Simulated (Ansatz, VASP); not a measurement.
## TlBi: VASP beside Ansatz

```xyz
2
Lattice="3.9917 0.0000 0.0000 0.0000 3.9917 0.0000 0.0000 0.0000 3.9917" Properties=species:S:1:pos:R:3 pbc="T T T"
Tl    0.0000    0.0000    0.0000
Bi    1.9959    1.9959    1.9959
```

The cell comes from a database or a generator and needn't be the stable form of this composition.

Alike in both runs: task single point; functional LDA; k mesh 14 × 14 × 14; occupations gaussian, width 0.15 eV; no spin polarisation.

```csv
,VASP,Ansatz
version,VASP 6.6.1,Ansatz 0.2.0
potentials or method,"VASP PAW LDA potentials, release 64 (Tl_d, Bi_d)","scalar-relativistic, plane waves, PAW"
plane-wave cutoff (eV),520,420
valence electrons in the cell,28,28
```

```csv
,VASP,Ansatz,Ansatz less VASP
gap on the k mesh at the Fermi level (eV),none,none,-
pressure (GPa),-4.3,-4.3,-0.02
```

A gap of «none» marks a metal or a gap that the smearing closes.

Caveats: spin-orbit coupling is left out, which moves the levels of the heavy elements.
